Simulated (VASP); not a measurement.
# Zone-centre spectra of GaN, part 6 of 6

Aim: the Raman spectrum of GaN from finite differences. The cell is of the zinc-blende type, one of the forms listed for this formula. The start is a computed cell from the Materials Project.

VASP 6.6.1, plane waves and PAW; the level of theory is named at each step.

So far. Step 8 (Dielectric tensor along a mode, amplitude -0.05 (run 2)): Between the two moves along the mode at 553 cm⁻¹ the tensors differ most in xy: forward less backward gives +0.0434.

## Step 9: Dielectric tensor along a mode, amplitude 0.05 (run 3) (continued)

Level of this step: LDA, displaced atoms; plane waves and PAW (Ga_d, N) (VASP).

Parts of OUTCAR (step 9):

```text
  Total       -0.0005281      0.0039771      0.0039771      0.0000000      0.1338222      0.0000000
  in kB       -0.0381352      0.2871739      0.2871739      0.0000000      9.6627720      0.0000000
  external PRESSURE =       0.1787376 kB  Pullay stress =       0.0000000 kB

 POSITION                                       TOTAL-FORCE (eV/Angst)
 -----------------------------------------------------------------------------------
      0.00245      2.23033      2.23033        -0.192236      0.000000      0.000000
      1.10297      1.11516      1.11516         0.192236      0.000000      0.000000
 -----------------------------------------------------------------------------------
    total drift:                                0.000052      0.000001      0.000001

 MACROSCOPIC STATIC DIELECTRIC TENSOR (including local field effects in DFT)
 ------------------------------------------------------
           5.754494     0.000000    -0.000000
           0.000000     5.753562    -0.021711
           0.000000    -0.021711     5.753562
 ------------------------------------------------------

[... 2 parts as in an earlier step ...]
```

Electronic dielectric tensor with local fields:

```
 5.75  0.00  0.00
 0.00  5.75 -0.02
 0.00 -0.02  5.75
```

The principal values of the electronic dielectric tensor with local fields are 5.73, 5.75 and 5.78.

## Step 10: Dielectric tensor along a mode, amplitude -0.05 (run 3)

The same response, for the next move.

Contents of INCAR:

```
SYSTEM = GaN
PREC = Accurate
ENCUT = 520
EDIFF = 1E-08
NELM = 100
ISMEAR = 0
SIGMA = 0.01
LREAL = .FALSE.
ALGO = Normal
GGA = CA
NBANDS = 15
LWAVE = .FALSE.
LCHARG = .FALSE.
KPAR = 2
LEPSILON = .TRUE.
```

Contents of POSCAR:

```
GaN
1.0
    0.0000000000      2.2303295905      2.2303295905
    2.2303295905      0.0000000000      2.2303295905
    2.2303295905      2.2303295905      0.0000000000
Ga N
1 1
Direct
    0.0005492509     -0.0005492509     -0.0005492509
    0.2472671574      0.2527328426      0.2527328426
```

Contents of KPOINTS:

```
Automatic mesh
0
Gamma
11 11 11
0 0 0
```

PAW data sets: Ga_d and N (PBE family, release 64).

Run with:

```sh
$ mpirun -np 2 vasp_std
```

Output:

```text
[... set-up lines as in an earlier step ...]
 entering main loop
       N       E                     dE             d eps       ncg     rms          rms(c)
DAV:   1     0.812941428929E+02    0.81294E+02   -0.95513E+03  7173   0.217E+03
DAV:   2    -0.100065546933E+02   -0.91301E+02   -0.85477E+02  7593   0.336E+02
DAV:   3    -0.158622712507E+02   -0.58557E+01   -0.58325E+01  7215   0.751E+01
DAV:   4    -0.159329697569E+02   -0.70699E-01   -0.70685E-01  8274   0.888E+00
[...]
DAV:  13    -0.139970041206E+02    0.78624E-07   -0.37237E-07  7931   0.721E-03    0.431E-03
DAV:  14    -0.139970041026E+02    0.18022E-07   -0.83748E-08  7672   0.217E-03    0.715E-04
DAV:  15    -0.139970041003E+02    0.22701E-08   -0.27156E-09  4584   0.673E-04
   1 F= -.13997004E+02 E0= -.13997004E+02  d E =-.128941E-19
 Linear response reoptimize wavefunctions to high precision
DAV:   1    -0.139970041006E+02   -0.33242E-09   -0.68836E-10  4780   0.272E-04
DAV:   2    -0.139970041007E+02   -0.19554E-10   -0.77556E-11  4185   0.917E-05
 Linear response G [H, r] |phi>, progress :
  Direction:   1
[...]
RMM:  11    -0.306911890563E+00   -0.62157E-06   -0.71276E-08 31994   0.120E-04    0.103E-05
RMM:  12    -0.306909744399E+00    0.21462E-05   -0.81830E-08 15379   0.666E-05    0.131E-06
 change of polarisation eV/A/(eV/A) component  2 :     0.000     0.583     0.003
 dielectric tensor                  component  2 :     0.000     5.754     0.022
 Linear response to external field, progress :
  Direction:   3
       N       E                     dE             d eps       ncg     rms          rms(c)
RMM:   1    -0.483533632596E-01   -0.48353E-01    0.17111E+00 21599   0.748E+00
RMM:   2    -0.303027938501E+00   -0.25467E+00   -0.29127E-02 41335   0.153E+00    0.844E-01
RMM:   3    -0.298327575580E+00    0.47004E-02   -0.45937E-03 40572   0.585E-01    0.482E-01
RMM:   4    -0.306559468697E+00   -0.82319E-02   -0.44271E-03 40818   0.581E-01    0.342E-02
[...]
RMM:  10    -0.306913661253E+00    0.26034E-05    0.12195E-07 42140   0.326E-04    0.346E-05
RMM:  11    -0.306911091875E+00    0.25694E-05    0.21008E-07 31712   0.117E-04    0.113E-05
RMM:  12    -0.306911655673E+00   -0.56380E-06    0.20254E-07 15551   0.646E-05    0.181E-06
 change of polarisation eV/A/(eV/A) component  3 :     0.000     0.003     0.583
 dielectric tensor                  component  3 :     0.000     0.022     5.754
 Born effective charges drift removed
```

Elapsed: 9.6 min, on 2 MPI ranks of AMD EPYC 7R43, shared host; peak memory 1.1 GiB; 19 min of CPU time.

From OUTCAR (step 10):

```text
  Total       -0.0005251      0.0039794      0.0039794      0.0000000     -0.1337513      0.0000000
  in kB       -0.0379119      0.2873350      0.2873350      0.0000000     -9.6576513      0.0000000
  external PRESSURE =       0.1789194 kB  Pullay stress =       0.0000000 kB

 POSITION                                       TOTAL-FORCE (eV/Angst)
 -----------------------------------------------------------------------------------
      4.45821      2.23033      2.23033         0.192236      0.000000      0.000000
      1.12736      1.11516      1.11516        -0.192236      0.000000      0.000000
 -----------------------------------------------------------------------------------
    total drift:                               -0.000040      0.000003      0.000003

 MACROSCOPIC STATIC DIELECTRIC TENSOR (including local field effects in DFT)
 ------------------------------------------------------
           5.754470     0.000000     0.000000
           0.000000     5.753555     0.021710
           0.000000     0.021710     5.753555
 ------------------------------------------------------

[... 2 parts as in an earlier step ...]
```

Between the two moves along the mode at 553 cm⁻¹ the tensors differ most in yz: forward less backward gives -0.0434.

## Step 11: Summary

This step: Raman activities from finite differences of the dielectric tensor, LDA; plane waves and PAW (VASP 6.6.1).

No new run; the numbers come from the runs before.

Lines of the Raman spectrum (strongest = 100):

```
position (cm⁻¹)  lines merged  powder activity 45 a^2 + 7 b^2, relative
            553             3                                       100
```

Off resonance, transverse modes. Raman, by row:

```csv
frequency (cm⁻¹),mean derivative a (Å²/amu^0.5),anisotropy b² (Å^4/amu),activity (Å^4/amu),infrared strength (e²/amu)
553.5,-1.77e-5,1.763,12.34,0.591
553.5,4.71e-5,1.763,12.34,0.591
553.5,2.24e-4,1.764,12.34,0.591
```

## Step 12: Outcome

| Quantity | Value |
| --- | --- |
| Raman lines above 2 % of the strongest | 553.5 cm⁻¹ |

In words: With degenerate and close partners summed, the strongest Raman line lies at 553.5 cm⁻¹. Summed alike, the strongest infrared line lies at 553.5 cm⁻¹. Without a centre of inversion, modes can be both Raman and infrared active; their longitudinal partners appear in a spectrum too. With one polar mode the Lyddane-Sachs-Teller relation puts the longitudinal line at 730 cm⁻¹. Activities are off resonance and without the thermal factor, and their mesh wasn't tested for convergence. Not tabulated here, as repeats of values shown or as unfit to read for their mesh, reference level or band range: gaps (relaxation).

[Lines on the potential files, build, host, timing and source positions are cut from VASP's logs without a mark.]

[Logs are printed without paths, hosts, clocks, repeated set-up lines and the standing remarks that a program may print on its own settings, such as how far it seeks lower states.]

[Hosts, paths, dates, database ids (printed as entryN), source tags and the programs' standing remarks are cut or masked in the printed files.]
